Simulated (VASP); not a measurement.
# Sc2InSb3 (P3m1) in VASP: density of states with PBE

Aim: the density of states of Sc2InSb3 with PBE.

Program: VASP 6.6.1. These are calculated values, not measurements. Logs are shortened: lines on timing, memory, paths and dates and some standing lists are left out, and cuts for length are marked.

## (1) Starting point

It takes space group P3m1 (No. 156, trigonal). The conventional cell has a = 4.315 Å, b = 4.315 Å, c = 10.807 Å, α = 90.00°, β = 90.00°, γ = 120.00°. Sc (site symmetry 3m) has 6 Sb at 2.94 to 3.05 Å and 1 In at 3.31 Å as nearest neighbours. Around Sc (site symmetry 3m) lie 6 Sb at 2.90 to 3.01 Å. In (site symmetry 3m) is surrounded by 4 Sb at 2.76 to 2.93 Å. Around Sb (site symmetry 3m) lie 3 In at 2.93 Å and 3 Sc at 3.05 Å. Sb (site symmetry 3m) is surrounded by 1 In at 2.76 Å and 3 Sc at 2.90 Å. Around Sb (site symmetry 3m) lie 6 Sc at 2.94 to 3.01 Å.

The cell was built by a generator and needn't be a form met in nature.

## (2) Density of states, PBE

POSCAR reads:

```
Sc2InSb3
1.0
    4.3147260000      0.0000000000      0.0000000000
   -2.1573630000      3.7366630000      0.0000000000
    0.0000000000      0.0000000000     10.8071400000
Sc In Sb
2 1 3
Direct
    0.0000000000      0.0000000000      0.4568970000
    0.6666670000      0.3333330000      0.1570750000
    0.0000000000      0.0000000000      0.7636160000
    0.6666670000      0.3333330000      0.6203650000
    0.0000000000      0.0000000000      0.0193030000
    0.3333330000      0.6666670000      0.3128010000
```

INCAR.step1 reads:

```
ALGO     = Normal         # electronic algorithm
EDIFF    = 1E-6           # SCF threshold, eV
ENCUT    = 520            # plane-wave cutoff, eV
GGA      = PE             # functional
ISIF     = 2              # what is computed and relaxed
ISMEAR   = 0              # smearing method
KPAR     = 2            
LASPH    = T              # aspherical terms in the spheres
LCHARG   = T              # write CHGCAR
LMAXMIX  = 4              # l up to which the mixer works
LREAL    = F              # projectors in reciprocal space
LWAVE    = F              # write WAVECAR
NELM     = 100            # most SCF steps
PREC     = Accurate       # precision mode
SIGMA    = 0.1            # smearing width, eV
```

KPOINTS.step1 reads:

```
k-points
0
Gamma
  8 8 4
```

INCAR.step2 reads:

```
ALGO     = Normal         # electronic algorithm
EDIFF    = 1E-6           # SCF threshold, eV
ENCUT    = 520            # plane-wave cutoff, eV
GGA      = PE             # functional
ICHARG   = 11             # starting density
ISIF     = 2              # what is computed and relaxed
ISMEAR   = -5             # smearing method
KPAR     = 2            
LASPH    = T              # aspherical terms in the spheres
LCHARG   = F              # write CHGCAR
LMAXMIX  = 4              # l up to which the mixer works
LORBIT   = 11             # projections on sites
LREAL    = F              # projectors in reciprocal space
LWAVE    = F              # write WAVECAR
NEDOS    = 2001           # points of the DOS
NELM     = 100            # most SCF steps
PREC     = Accurate       # precision mode
SIGMA    = 0.1            # smearing width, eV
```

KPOINTS.step2 reads:

```
k-points
0
Gamma
  12 12 6
```

Potentials or basis: VASP PAW PBE potentials, release 64 (Sc_sv, In_d, Sb).

Run with:

```
cat potpaw_PBE.64/Sc_sv/POTCAR potpaw_PBE.64/In_d/POTCAR potpaw_PBE.64/Sb/POTCAR > POTCAR
cp INCAR.step1 INCAR
cp KPOINTS.step1 KPOINTS
mpirun -np 2 vasp_std > vasp.out
cp INCAR.step2 INCAR
cp KPOINTS.step2 KPOINTS
mpirun -np 2 vasp_std > vasp.out
```

OUTCAR:

```text
EDIFF = 1E-6
   ENCUT = 520
   GGA = PE
   ICHARG = 11
   ISIF = 2
   ISMEAR = -5
   LASPH = T
   LORBIT = 11
   LREAL = F
   NELM = 100
   PREC = Accurate

 ion  position               nearest neighbor table
   1  0.000  0.000  0.457-   6 2.94   6 2.94   6 2.94   4 3.05   4 3.05   4 3.05   3 3.31
   2  0.667  0.333  0.157-   5 2.90   5 2.90   5 2.90   6 3.01   6 3.01   6 3.01
   3  0.000  0.000  0.764-   5 2.76   4 2.93   4 2.93   4 2.93   1 3.31
   4  0.667  0.333  0.620-   3 2.93   3 2.93   3 2.93   1 3.05   1 3.05   1 3.05
   5  0.000  0.000  0.019-   3 2.76   2 2.90   2 2.90   2 2.90
   6  0.333  0.667  0.313-   1 2.94   1 2.94   1 2.94   2 3.01   2 3.01   2 3.01

  LATTYP: Found a hexagonal cell.
 ALAT       =     4.3147260000
 C/A-ratio  =     2.5047106120

  Lattice vectors:

 A1 = (   4.3147260000,   0.0000000000,   0.0000000000)
 A2 = (  -2.1573630000,   3.7366630000,   0.0000000000)
 A3 = (   0.0000000000,   0.0000000000,  10.8071400000)

Analysis of symmetry for initial positions (statically):
=====================================================================
 Subroutine PRICEL returns:
 Original cell was already a primitive cell.

 Routine SETGRP: Setting up the symmetry group for a
 hexagonal supercell.

 Subroutine GETGRP returns: Found  6 space group operations
 (whereof  6 operations were pure point group operations)
 out of a pool of 24 trial point group operations.

The static configuration has the point symmetry C_3v.

Analysis of symmetry for dynamics (positions and initial velocities):
=====================================================================
 Subroutine PRICEL returns:
 Original cell was already a primitive cell.

 Routine SETGRP: Setting up the symmetry group for a
 hexagonal supercell.

 Subroutine GETGRP returns: Found  6 space group operations
 (whereof  6 operations were pure point group operations)
 out of a pool of 24 trial point group operations.

The dynamic configuration has the point symmetry C_3v.

 Subroutine INISYM returns: Found  6 space group operations
 (whereof  6 operations are pure point group operations),
 and found     1 'primitive' translations

----------------------------------------------------------------------------------------

                                     Primitive cell

  volume of cell :     174.2400

  direct lattice vectors                    reciprocal lattice vectors
     4.314726000  0.000000000  0.000000000     0.231764427  0.133809230  0.000000000
    -2.157363000  3.736663000  0.000000000     0.000000000  0.267618461  0.000000000
     0.000000000  0.000000000 10.807140000     0.000000000  0.000000000  0.092531419

  length of vectors
     4.314726000  4.314726583 10.807140000     0.267618497  0.267618461  0.092531419

  position of ions in fractional coordinates (direct lattice)
     0.000000000  0.000000000  0.456897000
     0.666667000  0.333333000  0.157075000
     0.000000000  0.000000000  0.763616000
     0.666667000  0.333333000  0.620365000
     0.000000000  0.000000000  0.019303000
     0.333333000  0.666667000  0.312801000

  ion indices of the primitive-cell ions
   primitive index   ion index
                 1           1
                 2           2
                 3           3
                 4           4
                 5           5
                 6           6

----------------------------------------------------------------------------------------

 KPOINTS: k-points

Automatic generation of k-mesh.
 Grid dimensions read from file:
 generate k-points for:   12   12    6

 Generating k-lattice:

  Cartesian coordinates                     Fractional coordinates (reciprocal lattice)
     0.019313702  0.011150769  0.000000000     0.083333333 -0.000000000  0.000000000
     0.000000000  0.022301538  0.000000000     0.000000000  0.083333333  0.000000000
     0.000000000  0.000000000  0.015421903     0.000000000  0.000000000  0.166666667

  Length of vectors
     0.022301541  0.022301538  0.015421903

  Shift w.r.t. Gamma in fractional coordinates (k-lattice)
     0.000000000  0.000000000  0.000000000

 TETIRR: Found   1229 inequivalent tetrahedra from     5184

 Subroutine IBZKPT returns following result:
 ===========================================

 Found    100 irreducible k-points:

 Following reciprocal coordinates:
            Coordinates               Weight
  0.000000  0.000000  0.000000      1.000000
  0.083333  0.000000  0.000000      6.000000
  0.166667 -0.000000  0.000000      6.000000
  0.250000 -0.000000  0.000000      6.000000
  0.333333 -0.000000  0.000000      6.000000
  0.416667 -0.000000  0.000000      6.000000
[... 16 lines left out ...]
  0.166667 -0.000000  0.166667      6.000000
  0.000000  0.166667  0.166667      6.000000
 [... further k-points ...]
   k-points           NKPTS =    100   k-points in BZ     NKDIM =    100   number of bands    NBANDS=     30
   number of dos      NEDOS =   2001   number of ions     NIONS =      6
   total plane-waves  NPLWV =  81920
   dimension x,y,z NGX =    32 NGY =   32 NGZ =   80
   dimension x,y,z NGXF=    64 NGYF=   64 NGZF=  160
   ions per type =               2   1   3
   NGX,Y,Z   is equivalent  to a cutoff of  12.33, 12.33, 12.31 a.u.
   NGXF,Y,Z  is equivalent  to a cutoff of  24.66, 24.66, 24.61 a.u.
 SYSTEM =  unknown system
   PREC   = accura    normal or accurate (medium, high low for compatibility)
   ISTART =      0    job   : 0-new  1-cont  2-samecut
   ICHARG =     11    charge: 1-file 2-atom 10-const
   ISPIN  =      1    spin polarized calculation?
   LNONCOLLINEAR =      F non collinear calculations
   LSORBIT =      F    spin-orbit coupling
   LASPH  =      T    aspherical Exc in radial PAW
   ENCUT  =  520.0 eV  38.22 Ry    6.18 a.u.   8.02  8.02 20.09*2*pi/ulx,y,z
   NELM   =    100;   NELMIN=  2; NELMDL=  0     # of ELM steps
   EDIFF  = 0.1E-05   stopping-criterion for ELM
   LREAL  =      F    real-space projection
   EDIFFG = 0.1E-04   stopping-criterion for IOM
   NSW    =      0    number of steps for IOM
   IBRION =     -1    ionic relax: 0-MD 1-quasi-New 2-CG
   NFREE  =      0    steps in history (QN), initial steepest desc. (CG)
   ISIF   =      2    stress and relaxation
   ISYM   =      2    0-nonsym 1-usesym 2-fastsym
   POTIM  = 0.5000    time-step for ionic-motion
   TEBEG  =    0.0;   TEEND  =   0.0 temperature during run
   PSTRESS=    0.0 pullay stress
   NELECT =      50.0000    total number of electrons
   NUPDOWN=      -1.0000    fix difference up-down
   EMIN   =  10.00;   EMAX   =-10.00  energy-range for DOS
   EFERMI =   0.00;   METHOD = LEGACY
   ISMEAR =    -5;   SIGMA  =   0.10  broadening in eV -4-tet -1-fermi 0-gaus
   EFERMI_NEDOS =   21; number of points for ismear=-14 and -15
   IALGO  =     38    algorithm
   IMIX   =      4    mixing-type and parameters
     AMIX     =   0.40;   BMIX     =  1.00
     AMIX_MAG =   1.60;   BMIX_MAG =  1.00
  volume/ion in A,a.u.               =      29.04       195.97
  Fermi-wavevector in a.u.,A,eV,Ry     =   1.079814  2.040552 15.864362  1.165998
  Thomas-Fermi vector in A             =   2.215789
   LORBIT       =     11    0 simple, 1 ext, 2 COOP (PROOUT), +10 PAW based schemes
   GGA     = PE    functional components
   LHFCALC =     F    Hartree Fock is set to
   AEXX    =    0.0000 exact exchange contribution
   IVDW    =     0    specifies the selected vdW correction
   LEPSILON=     F    determine dielectric tensor
   LRPA    =     F    only Hartree local field effects (RPA)
 non-spin polarized calculation
 Fermi weights with tetrahedron method with Bloechl corrections
  energy-cutoff  :      520.00
  volume of cell :      174.24
 maximum number of plane-waves:      4722

 number of electron      50.0000003 magnetization

 Free energy of the ion-electron system (eV)
  ---------------------------------------------------
  ext. energy  EPLUGINS =         0.00000000
  ---------------------------------------------------
  free energy    TOTEN  =       -30.63489284 eV

  energy without entropy =      -30.63489284  energy(sigma->0) =      -30.63489284

 E-fermi :   5.4887     XC(G=0):  -9.3842

 val. band max:        5.5063256653   @ k =   0.0000   0.0833   0.1667
 cond. band min:       5.4467994130   @ k =   0.0000   0.3333   0.1667
 fundamental gap:     -0.0595262523
 Fermi energy:         5.4887484919

 k-point     1 :       0.0000    0.0000    0.0000
  band No.  band energies     occupation
      1     -44.8232      2.00000
      2     -44.2945      2.00000
      3     -23.4620      2.00000
      4     -23.4390      2.00000
      5     -23.4389      2.00000
      6     -22.9239      2.00000
[... 22 lines left out ...]
     29       6.4488      0.00000
     30       7.0725      0.00000

 k-point     2 :       0.0833    0.0000    0.0000
  band No.  band energies     occupation
      1     -44.8231      2.00000
      2     -44.2944      2.00000
      3     -23.4617      2.00000
      4     -23.4403      2.00000
      5     -23.4393      2.00000
      6     -22.9254      2.00000
[... 22 lines left out ...]
     29       6.8503      0.00000
     30       7.0845      0.00000

 k-point     3 :       0.1667   -0.0000    0.0000
  band No.  band energies     occupation
      1     -44.8229      2.00000
      2     -44.2942      2.00000
      3     -23.4609      2.00000
      4     -23.4440      2.00000
      5     -23.4401      2.00000
      6     -22.9295      2.00000
[... 22 lines left out ...]
     29       7.0059      0.00000
     30       7.2222      0.00000

 k-point     4 :       0.2500   -0.0000    0.0000
  band No.  band energies     occupation
      1     -44.8227      2.00000
      2     -44.2939      2.00000
      3     -23.4598      2.00000
      4     -23.4491      2.00000
      5     -23.4412      2.00000
      6     -22.9350      2.00000
[... 616 lines left out ...]
     29       6.9060      0.00000
     30       7.0975      0.00000

 k-point    23 :       0.1667   -0.0000    0.1667
  band No.  band energies     occupation
      1     -44.8229      2.00000
      2     -44.2942      2.00000
      3     -23.4609      2.00000
      4     -23.4440      2.00000
      5     -23.4401      2.00000
      6     -22.9295      2.00000
[... 22 lines left out ...]
     29       7.0769      0.00000
     30       7.2995      0.00000

 k-point    24 :       0.0000    0.1667    0.1667
  band No.  band energies     occupation
      1     -44.8229      2.00000
      2     -44.2942      2.00000
      3     -23.4609      2.00000
      4     -23.4440      2.00000
      5     -23.4401      2.00000
      6     -22.9295      2.00000
[... 22 lines left out ...]
     29       7.0057      0.00000
     30       7.2583      0.00000

 [... further k-points ...]

------------------------ aborting loop because EDIFF is reached ----------------------------------------

  FORCE on cell =-STRESS in cart. coord.  units (eV):
  Direction    XX          YY          ZZ          XY          YZ          ZX
  --------------------------------------------------------------------------------------
  -------------------------------------------------------------------------------------
  Total       -0.0079313     -0.0079313     -0.1462669     -0.0000000      0.0000000     -0.0000000
  in kB       -0.0729305     -0.0729305     -1.3449582     -0.0000000      0.0000000     -0.0000000
  external PRESSURE =      -0.4969397 kB  Pullay stress =       0.0000000 kB

 VOLUME and BASIS-vectors are now :
 -----------------------------------------------------------------------------
  energy-cutoff  :      520.00
  volume of cell :      174.24
      direct lattice vectors                 reciprocal lattice vectors
     4.314726000  0.000000000  0.000000000     0.231764427  0.133809230  0.000000000
    -2.157363000  3.736663000  0.000000000     0.000000000  0.267618461  0.000000000
     0.000000000  0.000000000 10.807140000     0.000000000  0.000000000  0.092531419

 POSITION                                       TOTAL-FORCE (eV/Angst)
 -----------------------------------------------------------------------------------
      0.00000      0.00000      4.93775         0.000000     -0.000000     -0.022023
      2.15737      1.24555      1.69753        -0.000000     -0.000000     -0.048271
      0.00000      0.00000      8.25251         0.000000      0.000000      0.025876
      2.15737      1.24555      6.70437         0.000000     -0.000000      0.029141
      0.00000      0.00000      0.20861         0.000000      0.000000     -0.002293
     -0.00000      2.49111      3.38048         0.000000     -0.000000      0.017571
 -----------------------------------------------------------------------------------
    total drift:                               -0.002542      0.001464     -0.005968

  FREE ENERGIE OF THE ION-ELECTRON SYSTEM (eV)
  ---------------------------------------------------
  free  energy   TOTEN  =       -30.6348928442 eV

  energy  without entropy=      -30.6348928442  energy(sigma->0) =      -30.63489284

 total charge

# of ion       s       p       d       tot
------------------------------------------
    1        2.171   6.103   1.028   9.302
    2        2.186   6.115   1.040   9.341
    3        0.903   0.616   9.863  11.381
    4        1.134   1.341   0.021   2.496
    5        1.138   1.347   0.017   2.502
    6        1.121   1.416   0.017   2.554
--------------------------------------------------
tot          8.653  16.937  11.986  37.576
```

It took 3 min on 2 MPI ranks of Intel Xeon 6975P-C (Granite Rapids), shared host; peak memory 0.63 GiB.

What came out:

```yaml
Valence_electrons_inside_the_program's_atomic_spheres: Sc 9.30, 9.34; In 11.38; Sb 2.50, 2.55
```

States per cell in windows of 1 eV (zero at the Fermi level; states under -8 eV left out):
| from (eV) | total | Sc1_d | Sc2_d | Sb6_p | Sb5_p | Sb4_p | In3_s |
| --- | --- | --- | --- | --- | --- | --- | --- |
| -8.0 | 0.00 | 0.00 | 0.00 | 0.00 | 0.00 | 0.00 | 0.00 |
| -7.0 | 0.00 | 0.00 | 0.00 | 0.00 | 0.00 | 0.00 | 0.00 |
| -6.0 | 1.93 | 0.03 | 0.01 | 0.01 | 0.04 | 0.17 | 0.58 |
| -5.0 | 0.38 | 0.01 | 0.01 | 0.04 | 0.01 | 0.02 | 0.03 |
| -4.0 | 3.25 | 0.09 | 0.06 | 0.33 | 0.13 | 0.25 | 0.04 |
| -3.0 | 4.22 | 0.22 | 0.15 | 0.37 | 0.26 | 0.36 | 0.05 |
| -2.0 | 5.56 | 0.48 | 0.39 | 0.57 | 0.41 | 0.44 | 0.03 |
| -1.0 | 2.72 | 0.18 | 0.40 | 0.10 | 0.47 | 0.11 | 0.02 |
| 0.0 | 3.33 | 1.07 | 0.42 | 0.06 | 0.09 | 0.08 | 0.12 |
| 1.0 | 6.62 | 2.86 | 1.31 | 0.06 | 0.09 | 0.08 | 0.11 |
| 2.0 | 0.00 | 0.00 | 0.00 | 0.00 | 0.00 | 0.00 | 0.00 |
| 3.0 | 0.00 | 0.00 | 0.00 | 0.00 | 0.00 | 0.00 | 0.00 |

Caveat: tetrahedron occupations give inexact forces and stress in metals. The run has no spin-orbit coupling, so splittings on Sb are missing.
